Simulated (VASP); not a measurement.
Input:

```
CELL_PARAMETERS angstrom
      0.00000     2.71468     2.71468
      2.71468     0.00000     2.71468
      2.71468     2.71468     0.00000
ATOMIC_POSITIONS crystal
  K  0.00000 0.00000 0.00000
  F  0.50000 0.50000 0.50000
```

Level of theory: optB88-vdW, VASP's PBE PAW potentials (set 64) (plane waves; VASP 6.6.1). Numerical set-up: 520 eV cut-off, 9×9×9 Γ-centred mesh, Gaussian smearing of 0.050 eV, potentials K_sv F.

Problem. Give the stress tensor in GPa (positive for a compressed cell).

Solution. 
```
-1.85   0.00   0.00
 0.00  -1.85   0.00
 0.00   0.00  -1.85
```
The pressure is its mean diagonal, -1.85 GPa.

The compound is KF in the rock salt structure. This cell is one point of a volume scan, at 1.06 of the reference volume.
